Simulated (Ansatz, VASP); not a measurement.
# LaAg: VASP beside Ansatz

Contents of INCAR:

```
SYSTEM = LaAg
ALGO = Normal
EDIFF = 1E-6
ENCUT = 520
GGA = CA
ISIF = 2
ISMEAR = 1
LASPH = .TRUE.
LCHARG = .TRUE.
LELF = .TRUE.
LREAL = .FALSE.
LVHAR = .TRUE.
LWAVE = .FALSE.
NBANDS = 18
NELM = 80
PREC = Accurate
SIGMA = 0.1
```

Contents of KPOINTS:

```
k-points
0
G
  5 5 5
  0 0 0
```

File POSCAR:

```
LaAg
1.0
    3.7600000000      0.0000000000      0.0000000000
    0.0000000000      3.7600000000      0.0000000000
    0.0000000000      0.0000000000      3.7600000000
La Ag
1 1
Direct
    0.5000000000      0.5000000000      0.5000000000
    0.0000000000      0.0000000000      0.0000000000
```

Input for Ansatz:

```yaml
crystal:
  lattice:
    a: 3.76
    b: 3.76
    c: 3.76
    alpha: 90.0
    beta: 90.0
    gamma: 90.0
  atoms:
    - { symbol: La, position: [0.5, 0.5, 0.5] }
    - { symbol: Ag, position: [0.0, 0.0, 0.0] }
kpoints:
  mp_grid:
    grid: [5, 5, 5]
    shift: [0.0, 0.0, 0.0]
hamiltonian:
  xc: lda
  pseudopotentials:
    kind: paw
scf:
  lower_state_search: light
  occupations:
    method: cold
    width: 0.1
output:
  forces: true
  stress: true
  eigenvalues: true
```

Alike in both runs: task single point; functional LDA; k mesh 5 × 5 × 5; no spin polarisation.

|  | VASP | Ansatz |
| --- | --- | --- |
| version | VASP 6.6.1 | Ansatz 0.2.0 |
| potentials or method | VASP PAW LDA potentials, release 64 (La, Ag) | plane waves, PAW |
| plane-wave cutoff (eV) | 520 | 420 |
| occupations | methfessel-paxton of order 1, width 0.1 eV | cold, width 0.1 eV |
| valence electrons in the cell | 22 | 30 |

|  | VASP | Ansatz | Ansatz less VASP |
| --- | --- | --- | --- |
| gap on the k mesh at the Fermi level (eV) | none | none | - |
| pressure (GPa) | -2.4 | -2.5 | -0.06 |

A gap of «none» marks a metal or a gap that the smearing closes. The two sets of potentials don't hold the same shells in valence.

The runs have no spin-orbit coupling, so splittings on La are missing.
